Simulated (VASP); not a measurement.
NaI (rock salt): computed properties

Calculation: PBE GGA, VASP's PBE PAW potentials (set 64) (plane waves; VASP).

- space group = Fm-3m (225)
- cell = a = b = c = 6.5133 Å, α = β = γ = 90.00°
- volume per atom = 34.54 Å³/atom
- band gap (over mesh and band path) = 3.59 eV
- smallest direct gap (over mesh and band path) = 3.59 eV
- Hill bulk modulus = 15.7 GPa
- Hill shear modulus = 86 kbar
- Poisson's ratio = 0.269
- band-edge character without spin-orbit coupling = direct, Γ to Γ
- band gap with spin-orbit coupling = 3.26 eV
- density = 3.60 g/cm³
- mean ε∞ (DFPT) = 3.34
- mean ε∞ (independent particles) = 3.67
- mean static ε = 8.06
- optical Γ-point spectrum = 106 (×3) cm⁻¹
- C11 = 31.0 GPa
- C12 = 8.1 GPa
- C44 = 7.1 GPa

```cif
data_I4Na4
_chemical_formula_sum 'Na4 I4'
_space_group_name_H-M_alt 'Fm-3m'
_space_group_IT_number 225
_space_group_name_Hall '-F 4 2 3'
_cell_length_a 6.51329
_cell_length_b 6.51329
_cell_length_c 6.51329
_cell_angle_alpha 90.000
_cell_angle_beta 90.000
_cell_angle_gamma 90.000
loop_
_atom_site_label
_atom_site_type_symbol
_atom_site_symmetry_multiplicity
_atom_site_Wyckoff_symbol
_atom_site_fract_x
_atom_site_fract_y
_atom_site_fract_z
_atom_site_occupancy
Na1 Na 4 a 0.00000 0.00000 0.00000 1
I1 I 4 b 0.50000 0.50000 0.50000 1
```
(The calculation used a cell of 2 atoms; values per cell refer to that cell.)

Measured: gap 5.90 eV (computed value off by -2.31 eV), as given by Abedi et al., (2022), arXiv:2211.14644; ε∞ 3.01 at 297 K (computed value off by +11.0 %), as given by H. H. Li, Journal of Physical and Chemical Reference Data (1976), doi:10.1063/1.555536 [long-wavelength limit of the electronic terms of a dispersion formula fitted to measured refractive indices over 0.25-40.0 um; lattice terms left out]. Unless said otherwise, spin-orbit coupling is left out, though it shifts the bands of the heavy elements here.

The compound is NaI in the rock salt structure. It was relaxed first. Symmetry was kept, so distortions that lower it aren't found.
